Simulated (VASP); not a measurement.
Here is the system:

```xyz
6
Lattice="1.5870 -2.7487 0.0000 1.5870 2.7487 0.0000 0.0000 0.0000 12.4225" Properties=species:S:1:pos:R:3 pbc="T T T"
Mo     1.5870     0.9162     3.1056
Mo     1.5870    -0.9162     9.3168
S      1.5870     0.9162    10.8733
S      1.5870    -0.9162     4.6621
S      1.5870    -0.9162     1.5491
S      1.5870     0.9162     7.7604
```

Computed with r2SCAN+rVV10, VASP's PBE PAW potentials (set 64) (plane waves; VASP). Settings: 520 eV cut-off, 7×7×2 Γ-centred mesh, Gaussian smearing of 0.050 eV, potentials Mo_sv S.

Estimate the energy per atom (σ→0).

```
Quantity                         Value
---------------------  ---------------
energy per atom (σ→0)  -14.851 eV/atom
```

Total energies compare only between runs with the same potentials, cut-off and functional.

The compound is MoS2 in the 2H layered structure. It was relaxed first. The start is the result of an earlier pass.
